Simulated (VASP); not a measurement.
An input for Ansatz (written as the equivalent of a VASP run, and not itself run):

Ansatz 0.2 input:
```yaml
crystal:
  lattice:
    - [3.9730174, 0.0000000, 0.0000000]
    - [0.0000000, 3.9730174, 0.0000000]
    - [0.0000000, 0.0000000, 3.9730174]
  atoms:
    - { symbol: K, position: [0.0000000, 0.0000000, 0.0000000] }
    - { symbol: Mg, position: [0.5000000, 0.5000000, 0.5000000] }
    - { symbol: F, position: [0.5000000, 0.0000000, 0.5000000] }
    - { symbol: F, position: [0.0000000, 0.5000000, 0.5000000] }
    - { symbol: F, position: [0.5000000, 0.5000000, 0.0000000] }
kpoints:
  mp_grid: { grid: [5, 5, 5] }
hamiltonian:
  xc: r2scan
  pseudopotentials: { kind: paw }
scf:
  occupations: { method: gaussian, width: 0.05 }
  max_iter: 100
relax:
  max_steps: 30
  f_tol: 0.001
output: { forces: true, stress: true, eigenvalues: true }
```

Problem. Translate this input to VASP (INCAR, KPOINTS, POSCAR, choice of POTCAR).

Solution. One answer among several that fit: 
INCAR:
```
! general
SYSTEM  = KMgF3
PREC    = Accurate
ENCUT   = 520   ! plane-wave cut-off (eV)
LREAL   = .FALSE.   ! projection in real space or not
LASPH   = .TRUE.   ! aspherical one-centre terms

! electronic loop
EDIFF   = 1E-8   ! SCF stop (eV)
NELM    = 100
ALGO    = Normal   ! blocked Davidson
LMIXTAU = .TRUE.

! smearing
ISMEAR  = 0   ! Gaussian
SIGMA   = 0.05

! functional
METAGGA = R2SCAN

! ions
IBRION  = 1
NSW     = 30
ISIF    = 2   ! forces and stress, cell fixed
EDIFFG  = -0.001   ! ionic stop

! output
LWAVE   = .FALSE.
LCHARG  = .FALSE.
```

### KPOINTS
```
Regular mesh
0
Gamma
5 5 5
```

**POSCAR**
```
KMgF3
1.0
  3.9730174356   0.0000000000   0.0000000000
  0.0000000000   3.9730174356   0.0000000000
  0.0000000000   0.0000000000   3.9730174356
K Mg F
1 1 3
direct
  0.0000000000   0.0000000000   0.0000000000
  0.5000000000   0.5000000000   0.5000000000
  0.5000000000   0.0000000000   0.5000000000
  0.0000000000   0.5000000000   0.5000000000
  0.5000000000   0.5000000000   0.0000000000
```

POTCAR, in this order: K_sv Mg F (PBE.64 set). Program: vasp_std.

What does not carry over: each code has its own PAW files, so the cut-off isn't converted (ENCUT is set for VASP's; basis.ecutwfc is left out, and Ansatz then takes the one that its files recommend); Ansatz stops its SCF on the density residual and VASP on the energy change (EDIFF).

The compound is KMgF3 in the cubic perovskite structure. It was relaxed first. The start is the result of an earlier pass.
